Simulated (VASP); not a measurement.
Write the native input for VASP 6.6.1 that does the following.

| Item | Value |
| --- | --- |
| Task | relaxation of cell and atoms |
| Functional | PBE |
| Potentials or basis | VASP PAW PBE potentials, release 64 (Mo) |
| Cutoff | 300 eV |
| k mesh | 8 × 8 × 8 |
| Occupations | methfessel-paxton, width 0.1 eV |
| Spin | no spin polarisation |
| Further INCAR settings | ALGO = Normal; EDIFF = 1e-06; IBRION = 2; EDIFFG = -0.01; NSW = 90; ISIF = 3 |

The structure of Mo lies in POSCAR:

```
Mo
1.0
   -1.5734150000      1.5734150000      1.5734150000
    1.5734150000     -1.5734150000      1.5734150000
    1.5734150000      1.5734150000     -1.5734150000
Mo
1
Direct
    0.0000000000      0.0000000000      0.0000000000
```

These files were run (other wordings do the same):

INCAR

```
PREC     = Accurate       # precision mode
ENCUT    = 300            # plane-wave cutoff, eV
EDIFF    = 1E-6           # SCF threshold, eV
ISMEAR   = 1              # smearing method
SIGMA    = 0.1            # smearing width, eV
LREAL    = F              # projectors in reciprocal space
LASPH    = T              # aspherical terms in the spheres
NELM     = 80             # most SCF steps
ALGO     = Normal         # electronic algorithm
ISIF     = 3              # what is computed and relaxed
LWAVE    = F              # write WAVECAR
LCHARG   = F              # write CHGCAR
GGA      = PE             # functional
IBRION   = 2              # ionic algorithm
NSW      = 90             # ionic steps
EDIFFG   = -0.01          # ionic threshold
```

KPOINTS

```
Automatic mesh
0
Gamma
  8 8 8
```

Potentials or basis: VASP PAW PBE potentials, release 64 (Mo).

Run with:

```sh
$ cat potpaw_PBE.64/Mo/POTCAR > POTCAR
$ mpirun -np 1 vasp_std > vasp.out
```

It gave:

The relaxed volume is 15.62 Å³/atom. The relaxed cell is a = 2.728 Å, b = 2.728 Å, c = 2.728 Å, α = 109.47°, β = 109.47°, γ = 109.47°, the space group after relaxing (to 0.05 Å) is Im-3m (No. 229) and the energy gained by relaxing is 0.1 meV/atom. The ionic steps are 3, the pressure after relaxing is 0.0 GPa and the band gap on the k mesh is none (metal or under the smearing width).

Run time: 7 s on 1 thread of Intel(R) Xeon(R) Platinum 8488C (Sapphire Rapids), on a shared host, peak memory 0.11 GiB.
